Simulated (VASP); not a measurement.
Data:

```xyz
2
Lattice="0.0000 3.2100 3.2100 3.2100 0.0000 3.2100 3.2100 3.2100 0.0000" Properties=species:S:1:pos:R:3 pbc="T T T"
Mg     0.0000     0.0000     0.0000
Te     1.6050     1.6050     1.6050
```

Computed with G0W0 on PBE orbitals, VASP's PBE PAW potentials (set 64) (plane waves; VASP 6.6.1). Numerical set-up: PREC = Normal, 500 eV cut-off, 6×6×6 Γ-centred mesh, Gaussian smearing of 0.010 eV, potentials Mg_sv_GW Te_GW.

The mesh is coarse and the basis finite, so the quasiparticle values are not converged.

NBANDS = 128, ENCUTGW = 180 eV, NOMEGA = 64. The PBE levels (eV) that the step starts from are:

```csv
state,KS energy,filling
"k1 (0.00, 0.00, 0.00), band 5",-8.06,2
"k1 (0.00, 0.00, 0.00), band 6",2.18,2
"k1 (0.00, 0.00, 0.00), band 7",2.18,2
"k1 (0.00, 0.00, 0.00), band 8",2.18,2
"k1 (0.00, 0.00, 0.00), band 9",4.69,0
"k1 (0.00, 0.00, 0.00), band 10",7.68,0
"k1 (0.00, 0.00, 0.00), band 11",7.68,0
"k1 (0.00, 0.00, 0.00), band 12",7.68,0
"k4 (0.50, 0.00, 0.00), band 5",-7.45,2
"k4 (0.50, 0.00, 0.00), band 6",-1.10,2
"k4 (0.50, 0.00, 0.00), band 7",1.76,2
"k4 (0.50, 0.00, 0.00), band 8",1.76,2
"k4 (0.50, 0.00, 0.00), band 9",5.45,0
"k4 (0.50, 0.00, 0.00), band 10",7.72,0
"k4 (0.50, 0.00, 0.00), band 11",7.72,0
"k4 (0.50, 0.00, 0.00), band 12",9.57,0
```

Give the quasiparticle energies and renormalisation factors Z.

```tsv
state	QP energy (eV)	Z
k1 (0.00, 0.00, 0.00), band 5	-9.03	0.71
k1 (0.00, 0.00, 0.00), band 6	1.30	0.77
k1 (0.00, 0.00, 0.00), band 7	1.30	0.77
k1 (0.00, 0.00, 0.00), band 8	1.30	0.77
k1 (0.00, 0.00, 0.00), band 9	5.19	0.80
k1 (0.00, 0.00, 0.00), band 10	8.19	0.78
k1 (0.00, 0.00, 0.00), band 11	8.19	0.78
k1 (0.00, 0.00, 0.00), band 12	8.19	0.78
k4 (0.50, 0.00, 0.00), band 5	-8.33	0.72
k4 (0.50, 0.00, 0.00), band 6	-2.23	0.74
k4 (0.50, 0.00, 0.00), band 7	0.83	0.77
k4 (0.50, 0.00, 0.00), band 8	0.83	0.77
k4 (0.50, 0.00, 0.00), band 9	5.92	0.79
k4 (0.50, 0.00, 0.00), band 10	8.16	0.78
k4 (0.50, 0.00, 0.00), band 11	8.16	0.78
k4 (0.50, 0.00, 0.00), band 12	9.79	0.78
```
On the mesh the gap opens from 2.50 to 3.89 eV.

The compound is MgTe in the zinc blende structure, whereas wurtzite is the usual form. The cell was not relaxed at this level.
